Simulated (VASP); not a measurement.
These are PBEsol GGA, VASP's PBE PAW potentials (set 64) (plane waves; VASP) values and carry that method's errors. Each cell was relaxed at this level.

Without a dispersion term in the relaxation, distances and binding between the weakly bound layers, chains or molecules are unreliable, and so is what depends on them.

### Question
Which of these has an unstable (imaginary) mode at Γ?
(A) Mg2Si, Fm-3m (225)
(B) TcN, P6_3/mmc (194)
(C) Mg2Ge, Fm-3m (225)
(D) SnO, P4/nmm (129)

### Answer
B, TcN, P6_3/mmc (194). Its optical Γ-point modes are 174i, 99 (×2), 279, 448 (×2), 509 (×2), 643 cm⁻¹.
